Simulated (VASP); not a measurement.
## B (alpha): computed properties

Method: r2SCAN meta-GGA, VASP's PBE PAW potentials (set 64) (plane waves; VASP 6.6.1).

```
Quantity                                                                                                             Value
---------------------------------------------  ---------------------------------------------------------------------------
space group                                                                                                     R-3m (166)
cell                                           a = 4.899 Å, b = 4.899 Å, c = 12.526 Å, α = 90.00°, β = 90.00°, γ = 120.00°
volume per atom                                                                                               7.23 Å³/atom
band gap (over mesh and band path)                                                                                 1.63 eV
smallest direct gap (over mesh and band path)                                                                      2.03 eV
band-edge character                                                                                       indirect, T to F
density                                                                                                         2.48 g/cm³
```

```
B
1.0
    4.40817    -2.44931    -0.00171
    4.40817     2.44931    -0.00171
    3.04881     0.00000     4.01694
B
12
Direct
  0.00996   0.65431   0.00996
  0.00996   0.00996   0.65431
  0.65431   0.00996   0.00996
  0.99004   0.34569   0.99004
  0.99004   0.99004   0.34569
  0.34569   0.99004   0.99004
  0.22054   0.63167   0.22054
  0.22054   0.22054   0.63167
  0.63167   0.22054   0.22054
  0.77946   0.36833   0.77946
  0.77946   0.77946   0.36833
  0.36833   0.77946   0.77946
```

The compound is B in the alpha structure. It was relaxed first. Symmetry was kept, so distortions that lower it aren't found.
